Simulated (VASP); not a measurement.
Consider the following.

```
CELL_PARAMETERS angstrom
      2.95000     0.00000     0.00000
      0.00000     2.95000     0.00000
      0.00000     0.00000     2.95000
ATOMIC_POSITIONS crystal
  Zn 0.49341 0.49832 0.48522
  Cu 0.00659 0.00168 0.01478
```

Computed with PBE GGA, VASP's PBE PAW potentials (set 64) (plane waves; VASP 6.6.1). Settings: 300 eV cut-off, 8×8×8 Γ-centred mesh, first-order Methfessel-Paxton smearing of 0.14 eV, potentials Zn Cu.

Q: The ions are relaxed. Give the cell that the relaxation ends in.

A: 
```
CELL_PARAMETERS angstrom
      2.95000     0.00000     0.00000
      0.00000     2.95000     0.00000
      0.00000     0.00000     2.95000
ATOMIC_POSITIONS crystal
  Zn 0.50014 0.50004 0.49993
  Cu 0.99986 0.99996 0.00007
```
Space group Pm-3m (221), at a tolerance of 0.03 Å.

Q: How much energy does the relaxation gain?

A: The energy (σ→0) changes by -11.1 meV/atom, in 3 ionic steps.

The structure is a typed CuZn crystal. In the starting cell atoms are displaced from their ideal sites. This run relaxes the ions in a fixed cell. The run is one of a series of settings (EDIFFG = -0.01, IBRION = 2, NSW = 50 against the base run), some of them coarse on purpose. The electron count is odd and the run is not spin-polarised, which forces a metal.
